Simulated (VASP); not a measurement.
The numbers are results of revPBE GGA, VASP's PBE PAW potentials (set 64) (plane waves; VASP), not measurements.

The input files of a VASP run:

### KPOINTS
```
Automatic mesh
0
Gamma
 5 5 7
```

POSCAR:
```
PbO2
5.1341410
  0.9999999693   0.0000000000   0.0000000000
  0.0000000000   0.9999999693   0.0000000000
  0.0000000000   0.0000000000   0.6725932300
Pb O
2 4
Cartesian
  0.9999999693   0.0000000000   0.0000000000
  0.4999999847   0.4999999847   0.3362966150
  0.3082978121   0.3082978121   0.6725932300
  0.8082977968   0.1917021725   0.3362966150
  0.1917021725   0.8082977968   0.3362966150
  0.6917021572   0.6917021572   0.0000000000
```

### INCAR
```
# general
SYSTEM  = PbO2
PREC    = Accurate
ENCUT   = 520   # plane-wave cut-off (eV)
LREAL   = .FALSE.   # projection in real space or not
LASPH   = .TRUE.

# electronic loop
EDIFF   = 1E-7   # SCF stop (eV)
NELM    = 100   # most electronic steps
ALGO    = Normal
LMAXMIX = 4   # l cut-off of mixed one-centre charges

# smearing
ISMEAR  = -5   # tetrahedra, Bloechl

# functional
GGA     = RE   # revPBE

# ions
ISIF    = 2   # forces and stress, cell fixed

# output
LWAVE   = .FALSE.
LCHARG  = .TRUE.
LORBIT  = 11   # lm-projected
NEDOS   = 601

# other
LEFG    = .TRUE.
```

POTCAR, in this order: Pb_d O (PBE.64 set). Program: vasp_std.

Task: Predict the energy per atom (σ→0).

Result: 
```yaml
energy per atom (σ→0): -4.979 eV/atom
```

### OSZICAR
```
...
DAV:  11    -0.298763451845E+02    0.10257E-03   -0.59930E-04  2354   0.283E-01    0.588E-02
DAV:  12    -0.298763287347E+02    0.16450E-04   -0.17320E-04  1965   0.858E-02    0.132E-02
DAV:  13    -0.298763309330E+02   -0.21983E-05   -0.13879E-05  2229   0.331E-02    0.269E-03
DAV:  14    -0.298763316297E+02   -0.69672E-06   -0.31357E-06  2220   0.215E-02    0.320E-03
DAV:  15    -0.298763318762E+02   -0.24651E-06   -0.34449E-07  1504   0.529E-03    0.134E-03
DAV:  16    -0.298763323338E+02   -0.45755E-06   -0.17160E-07  1294   0.385E-03    0.142E-04
DAV:  17    -0.298763323885E+02   -0.54702E-07   -0.37281E-08  1108   0.176E-03
   1 F= -.29876332E+02 E0= -.29876332E+02  d E =0.000000E+00
```

The compound is PbO2 in the rutile structure. It was relaxed first, which changed the volume by +9 %.
